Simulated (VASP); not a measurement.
Computed with LDA (Ceperley-Alder, Perdew-Zunger), VASP's LDA PAW potentials (set 64) (plane waves; VASP 6.6.1).

The input files of a VASP run:

### KPOINTS
```
Regular mesh
0
G
  5 5 9
0 0 0
```

INCAR:
```
! general
SYSTEM  = FeP2
PREC    = Accurate
ENCUT   = 400
LREAL   = .FALSE.
LASPH   = .TRUE.

! electronic loop
EDIFF   = 1E-7
NELM    = 100
ALGO    = Normal
LMAXMIX = 4

! smearing
ISMEAR  = -5

! ions
ISIF    = 2

! output
LWAVE   = .FALSE.
LCHARG  = .TRUE.
LORBIT  = 11
NEDOS   = 601

! other
LEFG    = .TRUE.
```

### POSCAR
```
FeP2
1
    4.8903216198    -0.0000000000     0.0000000000
   -0.0000000000     5.5453056365     0.0000000000
    0.0000000000     0.0000000000     2.6706031779
Fe P
2 4
Direct
  0.5000000000   0.5000000000   0.5000000000
  0.0000000000   0.0000000000   0.0000000000
  0.3280847021   0.8667870972   0.5000000000
  0.6719152979   0.1332129028   0.5000000000
  0.8280847021   0.6332129028   0.0000000000
  0.1719152979   0.3667870972   0.0000000000
```

POTCAR, in this order: Fe P (LDA.64 set). Program: vasp_std.

The resulting files:

File OUTCAR:
```
 ion  position               nearest neighbor table
   1  0.500  0.500  0.500-   3 2.20   4 2.20   5 2.21   6 2.21   5 2.21   6 2.21
   2  0.000  0.000  0.000-   5 2.20   6 2.20   3 2.21   4 2.21   3 2.21   4 2.21
   3  0.328  0.867  0.500-   1 2.20   2 2.21   2 2.21   4 2.24
   4  0.672  0.133  0.500-   1 2.20   2 2.21   2 2.21   3 2.24
   5  0.828  0.633  0.000-   2 2.20   1 2.21   1 2.21   6 2.24
   6  0.172  0.367  0.000-   2 2.20   1 2.21   1 2.21   5 2.24
  LATTYP: Found a simple orthorhombic cell.
 ALAT       =     2.6706031779
 B/A-ratio  =     1.8311674532
 C/A-ratio  =     2.0764244132
 Subroutine PRICEL returns:
 Original cell was already a primitive cell.
 Subroutine GETGRP returns: Found  8 space group operations
The static configuration has the point symmetry C_2h.
 The point group associated with its full space group is D_2h.
The dynamic configuration has the point symmetry C_2h.
 Subroutine INISYM returns: Found  8 space group operations
 Subroutine IBZKPT returns following result:
 Found     45 irreducible k-points:

 Following reciprocal coordinates:
            Coordinates               Weight
  0.000000  0.000000  0.000000      1.000000
  0.200000  0.000000  0.000000      2.000000
...
```

OSZICAR:
```
       N       E                     dE             d eps       ncg     rms          rms(c)
DAV:   1     0.237640100491E+03    0.23764E+03   -0.13357E+04  1980   0.141E+03
DAV:   2    -0.215439973656E+02   -0.25918E+03   -0.25273E+03  1980   0.358E+02
DAV:   3    -0.500552714962E+02   -0.28511E+02   -0.28026E+02  2920   0.118E+02
DAV:   4    -0.510838053423E+02   -0.10285E+01   -0.10257E+01  2976   0.249E+01
DAV:   5    -0.511060761432E+02   -0.22271E-01   -0.22264E-01  2708   0.328E+00    0.269E+01
DAV:   6    -0.599949973932E+02   -0.88889E+01   -0.13133E+02  2970   0.169E+02    0.341E+01
DAV:   7    -0.472168934948E+02    0.12778E+02   -0.78334E+01  2950   0.158E+02    0.996E+00
DAV:   8    -0.473702744229E+02   -0.15338E+00   -0.53946E+00  2226   0.155E+01    0.459E+00
DAV:   9    -0.471748859396E+02    0.19539E+00   -0.79634E-01  3156   0.134E+01    0.190E+00
DAV:  10    -0.471662321121E+02    0.86538E-02   -0.96288E-02  3174   0.281E+00    0.103E+00
DAV:  11    -0.471634322221E+02    0.27999E-02   -0.59452E-03  2438   0.607E-01    0.492E-01
DAV:  12    -0.471628538535E+02    0.57837E-03   -0.15007E-03  3188   0.309E-01    0.300E-01
DAV:  13    -0.471626152874E+02    0.23857E-03   -0.50091E-04  3162   0.255E-01    0.143E-01
DAV:  14    -0.471625720517E+02    0.43236E-04   -0.14605E-04  3156   0.893E-02    0.113E-02
DAV:  15    -0.471625725593E+02   -0.50766E-06   -0.52446E-06  2484   0.235E-02    0.117E-02
DAV:  16    -0.471625721176E+02    0.44175E-06   -0.10385E-06  3060   0.117E-02    0.254E-03
DAV:  17    -0.471625721082E+02    0.94060E-08   -0.12216E-07  1530   0.268E-03
   1 F= -.47162572E+02 E0= -.47162572E+02  d E =0.000000E+00
```

File OUTCAR:
```
------------------------ aborting loop because EDIFF is reached ----------------------------------------
  FORCE on cell =-STRESS in cart. coord.  units (eV):
  Direction    XX          YY          ZZ          XY          YZ          ZX
  --------------------------------------------------------------------------------------
  Total       -0.0561540     -0.0583062     -0.0865532      0.0000000      0.0000000      0.0000000
  in kB       -1.2422788     -1.2898917     -1.9147920      0.0000000      0.0000000      0.0000000
  external PRESSURE =      -1.4823208 kB  Pullay stress =       0.0000000 kB
  volume of cell :       72.42
      direct lattice vectors                 reciprocal lattice vectors
     4.890321620  0.000000000  0.000000000     0.204485528  0.000000000  0.000000000
     0.000000000  5.545305637  0.000000000     0.000000000  0.180332711  0.000000000
     0.000000000  0.000000000  2.670603178     0.000000000  0.000000000  0.374447244
 POSITION                                       TOTAL-FORCE (eV/Angst)
 -----------------------------------------------------------------------------------
      2.44516      2.77265      1.33530         0.000000      0.000000      0.000000
      0.00000      0.00000      0.00000         0.000000      0.000000      0.000000
      1.60444      4.80660      1.33530         0.015091      0.004527      0.000000
      3.28588      0.73871      1.33530        -0.015091     -0.004527     -0.000000
      4.04960      3.51136      0.00000         0.015091     -0.004527      0.000000
      0.84072      2.03395      0.00000        -0.015091      0.004527     -0.000000
 -----------------------------------------------------------------------------------
    total drift:                               -0.000000     -0.000000     -0.000000
  FREE ENERGIE OF THE ION-ELECTRON SYSTEM (eV)
  ---------------------------------------------------
  free  energy   TOTEN  =       -47.1625721082 eV

  energy  without entropy=      -47.1625721082  energy(sigma->0) =      -47.16257211

 total charge

# of ion       s       p       d       tot
------------------------------------------
    1        0.506   0.806   6.651   7.963
    2        0.506   0.806   6.651   7.963
    3        1.055   1.423   0.000   2.478
    4        1.055   1.423   0.000   2.478
    5        1.055   1.423   0.000   2.478
    6        1.055   1.423   0.000   2.478
--------------------------------------------------
tot          5.231   7.303  13.303  25.837

 Electric field gradients after diagonalization (V/A^2)
 (convention: |V_zz| > |V_xx| > |V_yy|)
----------------------------------------------------------------------
 ion       V_xx      V_yy      V_zz     asymmetry (V_yy - V_xx)/ V_zz
----------------------------------------------------------------------
   1    -107.214    -6.389   113.603       0.888
   2    -107.214    -6.389   113.603       0.888
   3      68.317    10.024   -78.342       0.744
   4      68.317    10.024   -78.342       0.744
   5      68.317    10.024   -78.342       0.744
   6      68.317    10.024   -78.342       0.744
```
(Selected blocks of OUTCAR.)

The structure comes from a computed database's FeP2 entry (Pnnm); how it stands against other phases isn't given here. It was relaxed first. The run is not spin-polarised, so no magnetic state was tried.
